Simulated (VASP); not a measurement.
An input for Quantum ESPRESSO's pw.x (written as the equivalent of a VASP run, and not itself run):

```
&CONTROL
  calculation = 'scf'
  pseudo_dir = './pseudo'
  outdir = './out'
  tprnfor = .true.
  tstress = .true.
/
&SYSTEM
  ibrav = 0
  nat = 6
  ntyp = 4
  ecutwfc = 96
  occupations = 'tetrahedra'
  input_dft = 'vdw-df-obk8'
  nspin = 2
  starting_magnetization(1) = 0.24
  starting_magnetization(2) = -0.24
  starting_magnetization(3) = -0.01
  starting_magnetization(4) = 0.01
/
&ELECTRONS
  conv_thr = 7.3e-09
  electron_maxstep = 100
/
ATOMIC_SPECIES
  Mn1 54.938 Mn.upf
  Mn2 54.938 Mn.upf
  O1 15.999 O.upf
  O2 15.999 O.upf
CELL_PARAMETERS angstrom
     4.4106038    0.0000000    0.0000000
     0.0000000    4.4106038    0.0000000
     0.0000000    0.0000000    2.8621306
ATOMIC_POSITIONS crystal
  Mn1  0.0000000  0.0000000  0.0000000
  Mn2  0.5000000  0.5000000  0.5000000
  O1   0.3035618  0.3035618  0.0000000
  O2   0.8035618  0.1964382  0.5000000
  O2   0.1964382  0.8035618  0.5000000
  O1   0.6964382  0.6964382  0.0000000
K_POINTS automatic
  8 8 12 0 0 0
```

Q: Translate this input to VASP (INCAR, KPOINTS, POSCAR, choice of POTCAR).

A: This is not unique; one that fits is 
INCAR:
```
SYSTEM = MnO2
PREC = Accurate; ENCUT = 520; LREAL = .FALSE.
LASPH = .TRUE.
EDIFF = 1E-7; NELM = 100; ALGO = Normal
LMAXMIX = 4
ISMEAR = -5
GGA = BO; LUSE_VDW = .TRUE.; AGGAC = 0.0
PARAM1 = 0.1833333333; PARAM2 = 0.22
MAGMOM = 2.4 -2.4 -0.1 0.1 0.1 -0.1
ISPIN = 2
ISIF = 2
LWAVE = .FALSE.; LCHARG = .TRUE.; LORBIT = 11
NEDOS = 601
LEFG = .TRUE.
```

File KPOINTS:
```
Automatic mesh
0
Gamma
8 8 12
0 0 0
```

### POSCAR
```
MnO2
1
    4.4106038358     0.0000000000     0.0000000000
    0.0000000000     4.4106038358     0.0000000000
    0.0000000000     0.0000000000     2.8621306051
Mn O
2 4
Direct
  0.0000000000   0.0000000000   0.0000000000
  0.5000000000   0.5000000000   0.5000000000
  0.3035618408   0.3035618408   0.0000000000
  0.8035618408   0.1964381592   0.5000000000
  0.1964381592   0.8035618408   0.5000000000
  0.6964381592   0.6964381592   0.0000000000
```

POTCAR, in this order: Mn_pv O (PBE.64 set). Program: vasp_std.

The two are equivalent in intent, not identical: the potentials are each code's own (VASP's PAW set, PseudoDojo norm-conserving files in pw.x), so ENCUT and ecutwfc are chosen apart and not converted; conv_thr bounds pw.x's estimated SCF error, while EDIFF bounds the energy change between steps; starting_magnetization is a fraction of the valence charge and MAGMOM a moment in μB, so they match only roughly; the field gradients of LEFG aren't asked of the other code.

The compound is MnO2 in the rutile structure. It was relaxed first.
